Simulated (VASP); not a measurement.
AgI (wurtzite), at 0.96 of the tabulated volume:

```
AgI
1.0
    2.26398    -3.92133     0.00000
    2.26398     3.92133     0.00000
    0.00000     0.00000     7.40850
Ag I
2 2
Direct
  0.66667   0.33333   0.50000
  0.33333   0.66667   0.00000
  0.66667   0.33333   0.87500
  0.33333   0.66667   0.37500
```

The lowest empty band near Γ, direction in plane, from PBE with spin-orbit coupling in VASP (PAW); its two spin partners are averaged. The gap over the points computed is 1.15 eV, and the next band on that side lies 1.23 eV away at the edge.

Settings: 400 eV cut-off, 6×6×4 Γ-centred mesh, Gaussian smearing of 0.050 eV, potentials Ag I.

```
distance from the edge in k (1/Å)  distance in energy (meV)
---------------------------------  ------------------------
0.025                                                  14.9
0.035                                                  28.8
0.050                                                  57.4
0.070                                                 108.1
```

Q: Fit E(1 + αE) = ħ²k²/2m* (ħ²/2m0 = 3.810 eV Å²) and predict the row at 0.095 1/Å.

A: Least squares on the energies gives the electron mass m* = 0.158 m0 and α = 0.85 per eV, and so 187.5 meV. The run gave 187.5 meV, -0.0 meV from the fit.

Left out are points under 3 meV from the edge, since the levels carry 0.1 meV, and points farther than half the way to the next band.

The compound is AgI in the wurtzite structure. The cell was not relaxed at this level.
